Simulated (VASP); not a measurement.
Data:

```
CELL_PARAMETERS angstrom
      1.49979    -4.61424     0.00000
      1.49979     4.61424     0.00000
      0.00000     0.00000     4.69751
ATOMIC_POSITIONS crystal
  Ge 0.64211 0.35789 0.25000
  Ge 0.35789 0.64211 0.75000
  Pt 0.91204 0.08796 0.25000
  Pt 0.08796 0.91204 0.75000
```

Method: r2SCAN meta-GGA, VASP's PBE PAW potentials (set 64) (plane waves; VASP). Settings: 400 eV cut-off, 12×12×7 Γ-centred mesh, tetrahedra with Blöchl corrections, potentials Ge_d Pt.

The cores are frozen, which limits the accuracy of field gradients.

Give the principal components of the electric field gradient (V/Å²) and the asymmetry η at each nucleus.

| atom | Vxx | Vyy | Vzz | η |
|---|---|---|---|---|
| Ge1 | 68.6 | 54.4 | -123.0 | 0.12 |
| Ge2 | 68.6 | 54.4 | -123.0 | 0.12 |
| Pt3 | -160.6 | -10.3 | 171.0 | 0.88 |
| Pt4 | -160.6 | -10.3 | 171.0 | 0.88 |

The structure was generated: GePt was put into the CrB type (Cmcm), which need not be its known phase. It was relaxed first, which changed the volume by -42 %.
